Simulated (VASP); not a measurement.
An input for Quantum ESPRESSO's pw.x (written as the equivalent of a VASP run, and not itself run):

```
&CONTROL
  calculation = 'scf'
  pseudo_dir = './pseudo'
  outdir = './out'
  tprnfor = .true.
  tstress = .true.
/
&SYSTEM
  ibrav = 0
  nat = 6
  ntyp = 2
  ecutwfc = 84
  occupations = 'tetrahedra'
  input_dft = 'revpbe'
/
&ELECTRONS
  conv_thr = 7.3e-09
  electron_maxstep = 100
/
ATOMIC_SPECIES
  Mg 24.305 Mg.upf
  F 18.998 F.upf
CELL_PARAMETERS angstrom
     4.7429325    0.0000000    0.0000000
     0.0000000    4.7429325    0.0000000
     0.0000000    0.0000000    3.1196846
ATOMIC_POSITIONS crystal
  Mg   1.0000000  0.0000000  0.0000000
  Mg   0.5000000  0.5000000  0.5000000
  F    0.3035779  0.3035779  0.0000000
  F    0.8035779  0.1964221  0.5000000
  F    0.1964221  0.8035779  0.5000000
  F    0.6964221  0.6964221  0.0000000
K_POINTS automatic
  5 5 8 0 0 0
```

Q: Write the VASP files for the same calculation (revPBE).

A: Several could match; the one computed here: 
**POSCAR**
```
MgF2
9.4858650
  0.5000000020   0.0000000000   0.0000000000
  0.0000000000   0.5000000020   0.0000000000
  0.0000000000   0.0000000000   0.3288771823
Mg F
2 4
Direct
  1.0000000000   0.0000000000   0.0000000000
  0.5000000000   0.5000000000   0.5000000000
  0.3035778638   0.3035778638   0.0000000000
  0.8035778638   0.1964221362   0.5000000000
  0.1964221362   0.8035778638   0.5000000000
  0.6964221362   0.6964221362   0.0000000000
```

### INCAR
```
SYSTEM = MgF2
PREC = Accurate
ENCUT = 520
EDIFF = 1E-7
NELM = 100
ALGO = Normal
LREAL = .FALSE.
LASPH = .TRUE.
ISMEAR = -5
GGA = RE
LWAVE = .FALSE.
LCHARG = .TRUE.
LORBIT = 11
NEDOS = 601
ISIF = 2
LEFG = .TRUE.
```

### KPOINTS
```
Automatic mesh
0
Gamma
5 5 8
0 0 0
```

POTCAR, in this order: Mg F (PBE.64 set). Program: vasp_std.

What does not carry over: the potentials are each code's own (VASP's PAW set, PseudoDojo norm-conserving files in pw.x), so ENCUT and ecutwfc are chosen apart and not converted; conv_thr bounds pw.x's estimated SCF error, while EDIFF bounds the energy change between steps; the field gradients of LEFG aren't asked of the other code.

The compound is MgF2 in the rutile structure. It was relaxed first, which changed the volume by +8 %.
